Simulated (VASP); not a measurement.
Shape and ions are relaxed at each volume.

Energy against volume of BN (wurtzite). Method: PBEsol GGA, VASP's PBE PAW potentials (set 64) (plane waves; VASP).

| V (Å³/atom) | E (eV/atom) |
|---|---|
| 5.532 | -9.12766 |
| 5.708 | -9.14944 |
| 5.885 | -9.15647 |
| 6.061 | -9.15068 |
| 6.238 | -9.13373 |

### Question
Fit a third-order Birch-Murnaghan equation of state.

### Answer

| Item | Result |
|---|---|
| volume per atom | 5.89 Å^3/atom |
| bulk modulus | 386 GPa |
| pressure derivative of the bulk modulus | 3.65 |

Measured: bulk modulus 375 GPa (computed value off by +3.0 %), as given by Equation of state of wurtzitic boron nitride to 66 GPa, Appl. Phys. Lett., doi 10.1063/1.121186. The calculation is for a static lattice, while the measured bulk modulus holds thermal and zero-point effects, which are part of the difference.

The compound is BN in the wurtzite structure, a metastable high-pressure form. It was relaxed first.
